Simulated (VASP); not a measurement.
Consider the following.

```xyz
3
Lattice="0.0000 3.5552 3.5552 3.5552 0.0000 3.5552 3.5552 3.5552 0.0000" Properties=species:S:1:pos:R:3 pbc="T T T"
Na     1.7776     1.7776     1.7776
Na     5.3329     5.3329     5.3329
Te     0.0000     0.0000     0.0000
```

The numbers are results of LDA (Ceperley-Alder, Perdew-Zunger), VASP's LDA PAW potentials (set 64) (plane waves; VASP), not measurements. Run with 400 eV cut-off, 5×5×5 Γ-centred mesh, Gaussian smearing of 0.050 eV, potentials Na_pv Te.

Unless said otherwise, spin-orbit coupling is left out, though it shifts the bands of the heavy elements here.

Task: Estimate the energy per atom (σ→0), band gap (on the k-mesh) with the smallest direct gap where there is one.

Result: 
The band gap (on the k-mesh) is 2.07 eV, the smallest direct gap (on the k-mesh) is 2.07 eV and the energy per atom (σ→0) is -3.163 eV/atom.

Total energies compare only between runs with the same potentials, cut-off and functional.

The structure comes from a computed database's Na2Te entry (Fm-3m); how it stands against other phases isn't given here. It was relaxed first, which changed the volume by -6 %. The start is the result of an earlier pass.
